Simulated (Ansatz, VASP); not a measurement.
# W2CS2 (W2CS2 MXene, 2 layers, AB) in two plane-wave programs

Wanted: the spread between two codes on one cell, functional and k mesh. The structure shown is the start of the Ansatz relaxation below; VASP solves that cell, so the two are compared at the walk's first step.

Program: Ansatz 0.2.0. Level of theory: plane waves, with VASP 6.6.1 beside it; single point at PBE with D4. Results are calculated unless marked as measured.

## Step 1: Set-up

The cell holds 10 atoms: 4 S, 4 W and 2 C. Cell: a = 3.125 Å, b = 3.125 Å, c = 60.800 Å, α = 90.0°, β = 90.0°, γ = 120.0°. Vacuum lies along c.

## Step 2: Ansatz: relaxation, PBE with D4

Ansatz runs on its default PAW (the set named soft_2) files.

The two programs are compared at the cell with which this relaxation starts, whose forces are those of its first step.

Contents of input.yaml:

```yaml
crystal:
  lattice:
    - [3.125408, 0.0, 0.0]
    - [-1.562704, 2.7066827252, 0.0]
    - [0.0, 0.0, 60.8001697964]
  atoms:
    - { symbol: S, position: [0.3333333333, 0.6666666667, 0.3774660511] }
    - { symbol: W, position: [0.6666666667, 0.3333333333, 0.4061146507] }
    - { symbol: C, position: [0.0, 0.0, 0.4263975337] }
    - { symbol: W, position: [0.3333333333, 0.6666666667, 0.4466804166] }
    - { symbol: S, position: [0.6666666667, 0.3333333333, 0.4753290162] }
    - { symbol: S, position: [0.6666666667, 0.3333333333, 0.5246709838] }
    - { symbol: W, position: [0.0, 0.0, 0.5533195834] }
    - { symbol: C, position: [0.3333333333, 0.6666666667, 0.5736024663] }
    - { symbol: W, position: [0.6666666667, 0.3333333333, 0.5938853493] }
    - { symbol: S, position: [0.0, 0.0, 0.6225339489] }
  periodic: [true, true, false]
kpoints:
  mp_grid: { grid: [10, 10, 1] }
hamiltonian:
  xc: pbe
  dispersion: d4
scf:
  occupations: { method: fermi_dirac, width: 0.05 }
  convergence: { dr2_threshold: 1.0e-09 }
relax:
  f_tol: 0.015
  max_steps: 90
  cell: {}
output:
  write_potential: true
  write_density: true
  volumetric_format: npy
```

On the command line:

```
> ansatz run input.yaml --threads 4 --pin off --max-ram 6144MiB --backend cpu --events-out ev --progress --plain --runs-dir out
```

Numbers of over 12 decimals in the logs are rounded to 6 here.

What it wrote:

```text
Warning: relax.cell: scf.convergence.dr2_threshold = 1e-9 eV is looser than the 1.61285521484e-10 eV advised for a relaxation that steers and ends on the stress (1e-10 eV for each atom of the cell: 10, times the square of relax.cell.stress_2d_tol = 0.05 N/m over 24.9 Å (the atoms' height at the walk's start and 5 Å past either face), 2.008e-2 GPa, over a crystal's default 0.05). What an SCF threshold leaves in a stress goes as its square root, and in the free energy as the threshold itself, and one threshold admits the most on a small cell: [figures from the program's tests cut] Set scf.convergence.dr2_threshold to 1.61285521484e-10 eV or tighter. [rest of the remark cut]
Engine: ansatz 0.2.0, aarch64-unknown-linux-gnu
Pseudopotentials: kind: paw
Pseudopotential: S, paw, valence charge 6, recommended cutoff 420 eV (normal), S.paw.azcp
Pseudopotential: W, paw, valence charge 14, recommended cutoff 420 eV (normal), W.paw.azcp
Pseudopotential: C, paw, valence charge 4, recommended cutoff 420 eV (normal), C.paw.azcp
Functional definition: PBE
  parameter kappa = 0.804
  parameter beta = 0.066725
  exchange = pbe_x(kappa = kappa, mu = beta*pi^2/3)
  correlation = pbe_c(beta = beta)
Crystal: 10 atoms, lattice volume = 514.338 Å³
Basis set: ecut = 420 eV, 10007 PW (Γ), exchange–correlation on 48×48×864 points (8 copies of the dense FFT grid, shifted against one another)
Bands: 54, of which v1, the nominal top of the filled ones, is band 44 counted from 1 (43 counted from 0)
Symmetry: 12 space group operations
Space group: P-3m1 (ITA 164), of the structure as read, at distance tolerance 8.0e-5 Å
k-points: 14 of 100
Non-local potential: S, projectors of the file, l = 0: 2, l = 1: 2, l = 2: 2
Non-local potential: W, projectors of the file, l = 0: 3, l = 1: 2, l = 2: 2, l = 3: 1
Non-local potential: C, projectors of the file, l = 0: 2, l = 1: 2, l = 2: 1
PAW form: soft (Blöchl's): semilocal exchange-correlation on the pseudo side does not see the compensation charge
PAW one-centre angular grid: S, 110 points (default); XC on 64 Gauss nodes
PAW one-centre angular grid: W, 590 points (default); XC on 64 Gauss nodes
PAW one-centre angular grid: C, 110 points (default); XC on 64 Gauss nodes
Initial density: superposition of atomic densities (neutral atoms: chi_scale 0, normalization atom), corrected by the library's trained network
Initial wavefunctions: pseudopotential atomic-orbital guess
Functional: x = pbe(κ = 0.804, μ = 0.219515), c = pbe(β = 0.066725)
SCF iter   1: F=—  HF=-45655.372783 eV  |F-HF|=—  |Δ(HF+E_count)|=         —  Δρ=3.64e-3  dr2=2.75e-1  ethr=1.77e-3  ⟨swp⟩=13.9  Hψ=5207  notcnv=0
preconditioner: auto → LDOS  [insulator: Δε(μ)=0.188 eV  Ē_g=7.716 eV  σ=0.050 eV  W_gap=0.73  n_scr=38 (ndim 8)  ℏωp=12.3 eV  f_vac=0.696  D(μ)=2.17/eV (n_scr^D=16)  ε∞_Penn≈3.5  β→1.0]
SCF iter   2: F=—  HF=-45655.465359 eV  |F-HF|=—  |Δ(HF+E_count)|=   9.26e-2  Δρ=5.69e-3  dr2=1.32e0  ethr=3.12e-4  ⟨swp⟩=5.1  Hψ=2216  notcnv=0  defer=16  recentre
SCF iter   3: F=—  HF=-45655.366010 eV  |F-HF|=—  |Δ(HF+E_count)|=   9.93e-2  Δρ=1.67e-3  dr2=4.28e-2  ethr=3.12e-4  ⟨swp⟩=4.5  Hψ=1617  notcnv=0  defer=16
SCF iter   4: F=—  HF=-45655.366727 eV  |F-HF|=—  |Δ(HF+E_count)|=   7.17e-4  Δρ=4.26e-4  dr2=2.29e-3  ethr=4.86e-5  ⟨swp⟩=2.4  Hψ=1425  notcnv=0  defer=16
SCF iter   5: F=—  HF=-45655.366423 eV  |F-HF|=—  |Δ(HF+E_count)|=   3.04e-4  Δρ=1.90e-4  dr2=2.69e-4  ethr=2.61e-6  ⟨swp⟩=3.6  Hψ=1792  notcnv=0  defer=16
SCF iter   6: F=—  HF=-45655.366380 eV  |F-HF|=—  |Δ(HF+E_count)|=   4.27e-5  Δρ=5.01e-5  dr2=4.79e-5  ethr=3.06e-7  ⟨swp⟩=3.1  Hψ=1559  notcnv=0  defer=16
SCF iter   7: F=—  HF=-45655.366412 eV  |F-HF|=—  |Δ(HF+E_count)|=   3.21e-5  Δρ=2.12e-5  dr2=2.02e-5  ethr=5.45e-8  ⟨swp⟩=3.5  Hψ=1578  notcnv=0  defer=16
SCF iter   8: F=—  HF=-45655.366405 eV  |F-HF|=—  |Δ(HF+E_count)|=   6.75e-6  Δρ=6.12e-6  dr2=2.49e-7  ethr=2.30e-8  ⟨swp⟩=2.5  Hψ=1067  notcnv=0  defer=16
SCF iter   9: F=—  HF=-45655.366436 eV  |F-HF|=—  |Δ(HF+E_count)|=   3.06e-5  Δρ=2.48e-6  dr2=3.51e-8  ethr=2.83e-10  ⟨swp⟩=4.0  Hψ=1959  notcnv=0  defer=16
SCF iter  10: F=—  HF=-45655.366436 eV  |F-HF|=—  |Δ(HF+E_count)|=   5.43e-8  Δρ=1.03e-6  dr2=2.44e-8  ethr=3.99e-11  ⟨swp⟩=3.8  Hψ=1781  notcnv=0  defer=16
SCF iter  11: F=—  HF=-45655.366436 eV  |F-HF|=—  |Δ(HF+E_count)|=   7.84e-9  Δρ=3.31e-7  dr2=1.83e-9  ethr=2.78e-11  ⟨swp⟩=3.1  Hψ=1237  notcnv=0  defer=16
[...]
preconditioner: auto → LDOS  [metal: Δε(μ)=0.052 eV  Ē_g=7.911 eV  σ=0.050 eV  W_gap=0.25  n_scr=38 (ndim 8)  ℏωp=11.8 eV  f_vac=0.709  D(μ)=6.89/eV (n_scr^D=28)  β→1.0]
SCF iter   2: F=—  HF=-45656.346934 eV  |F-HF|=—  |Δ(HF+E_count)|=   7.44e-5  Δρ=1.09e-6  dr2=5.13e-9  ethr=8.74e-12  ⟨swp⟩=8.4  Hψ=4260  notcnv=0
SCF iter   3: F=-45656.346934 eV  HF=-45656.346932 eV  |F-HF|=1.40e-6  |Δ(HF+E_count)|=   1.39e-6  Δρ=4.29e-7  dr2=5.02e-10  ethr=1.14e-12  ⟨swp⟩=17.9  Hψ=8772  notcnv=0
SCF 10 converged in 3 iterations: F = -45656.346934 eV  dr2 = 5.02e-10
relax step  10: F+E_penalty+E_count = -45656.34693361 eV  Δ(F+E_penalty+E_count) = -1.113e-4 eV  max|allowed force component| = 4.025e-3 eV/Å  Δτ_max = 0.0000 Å  P = +0.026 N/m  Ω = 554.370 Å³  fix = [c, alpha, beta]  reactions: c +0.000 N/m  stress off target by 2.58e-2 N/m on what of the cell is left free  SCF on the basis re-selected at this cell (its energy is not comparable with the rows above)  (3 SCF iters)
basis re-selected at this cell: Δ(F+E_penalty+E_count) = -1.113e-4 eV, ΔP = +0.000 N/m vs the last step (what re-selecting the basis moved, of the pressure what is left beyond the Pulay correction that the steps carried, after the strain that the cell walked since its last selection, with what the two solves' SCF thresholds leave and, on support functions, any second-order correction that the steps lacked; it is no m [...]
WARN: The input density's exchange-correlation potential varies sharply where the density is thin. Do not read a vacuum level from v_tot or v_xc, or from such a field of the output density. On a cell that repeats whose density bears no net charge and no dipole along the vacuum's axis use v_es (v_loc + v_h of the components); under efield.dipole_correction with no amplitude use v_es + v_field, which holds any external [...]
SCF converged after 3 iterations
Free energy (F): -45656.346934 eV
Harris-Foulkes:  -45656.346932 eV  (|F-HF|=1.40e-6)
Internal energy: -45656.294692 eV  (E = F + TS)
E sigma→0 (E₀):  -45656.320813 eV
Entropy (-TS):   -0.052241 eV (-5.224 meV/atom)
Fermi energy:    -5.034156 eV
--- Per-component energies (eV) ---
  E_band       = -2343.272643
  E_kinetic    = 2416.413556
  E_local      = -758490.855036  (includes V_loc(G=0)·N_el)
  E_nonlocal   = 168.168615
  E_hartree    = 377762.457205
  E_xc         = -1556.089251
  E_vxc        = -1429.090122  (∫ρ·V_xc dr)
  E_paw        = -36849.051314  (= ΣΔE_a)
  E_vpaw       = -532.827084  (= ΣTr[D̂ρ^β])
  E_aug_tail   = -0.000249  (compensation charges beyond the density's cutoff)
  E_ewald      = 370896.743064
  E_disp       = -4.081283  (pairwise vdW)
  E_smearing   = -0.052241  (= −TS)
  E_closure    = 0.000000  (closes the sum)
  Σ components = -45656.346934   (vs F -45656.346934, Δ=0.00e0)
--- Forces (eV/Å), atoms counted from 1 ---
  atom   1  S      0.00000000    -0.00000000    -0.00027078
  atom   2  W      0.00000000     0.00000000    -0.00402538
  atom   3  C      0.00000000    -0.00000000     0.00251198
  atom   4  W     -0.00000000    -0.00000000     0.00349439
  atom   5  S     -0.00000000     0.00000000    -0.00153838
  atom   6  S      0.00000000    -0.00000000     0.00153838
  atom   7  W      0.00000000     0.00000000    -0.00349439
  atom   8  C     -0.00000000     0.00000000    -0.00251198
  atom   9  W      0.00000000    -0.00000000     0.00402538
  atom  10  S     -0.00000000     0.00000000     0.00027078
  max |Σ_I F_I| component: 6.36e-18 eV/Å
--- 2D stress c σ (N/m, compression-positive) ---
        0.025803       0.000000       0.000000
        0.000000       0.025803      -0.000000
        0.000000      -0.000000       0.000000
  P = ½ c Tr σ = 0.0258 N/m
--- Band table (eV; the first three rows and the last of 14) ---
  k-point 0: bands = [... 40 lower, -6.1632, -6.0034, -5.7229, -5.7229, -5.6876, -5.6876, -4.3058, -4.3058, ... 6 higher]
  k-point 1: bands = [... 40 lower, -6.7550, -6.6534, -5.6718, -5.6393, -5.4262, -5.3071, -4.2687, -4.2504, ... 6 higher]
  k-point 2: bands = [... 40 lower, -7.5155, -7.2628, -5.7197, -5.6956, -5.1290, -4.9749, -4.0229, -4.0093, ... 6 higher]
  k-point 13: bands = [... 40 lower, -6.1319, -5.9599, -5.8702, -5.8431, -5.1216, -5.0800, -3.5373, -3.4424, ... 6 higher]
  the weakly bound empty levels are not read free of the cell's end (no_gap_told)
--- Relaxed structure (8 steps of the walk, 8 accepted, 2 SCFs on fresh bases) ---
  F+E_penalty+E_count = -45656.34693361 eV   max|allowed force component| = 4.025e-3 eV/Å   (the final SCF, on the basis selected at the relaxed cell)
  cell:  # Å, volume = 554.3700 Å³
    - [3.244757, 0, 0]
    - [-1.622378, 2.810042, 0]
    - [0, 0, 60.8001697964]
  atoms:
    - { symbol: S, position: [0.333333, 0.666667, 0.383598] }
    - { symbol: W, position: [0.666667, 0.333333, 0.410234] }
    - { symbol: C, position: [6.4751649026980936e-18, 1.2210181119334594e-17, 0.427730] }
    - { symbol: W, position: [0.333333, 0.666667, 0.445239] }
    - { symbol: S, position: [0.666667, 0.333333, 0.471845] }
    - { symbol: S, position: [0.666667, 0.333333, 0.528155] }
    - { symbol: W, position: [6.520399952524576e-18, 1.2300651218987396e-17, 0.554761] }
    - { symbol: C, position: [0.333333, 0.666667, 0.572270] }
    - { symbol: W, position: [0.666667, 0.333333, 0.589766] }
    - { symbol: S, position: [3.3723706132481848e-18, 6.004592540434956e-18, 0.616402] }
```

(Part 1 of 2 ends here.)

[Lines on the potential files, build, host, timing and source positions are cut from VASP's logs without a mark.]

[Logs are printed without paths, hosts, clocks, repeated set-up lines and the standing remarks that a program may print on its own settings, such as how far it seeks lower states.]

[Hosts, paths, dates, database ids (printed as entryN), source tags and the programs' standing remarks are cut or masked in the printed files.]
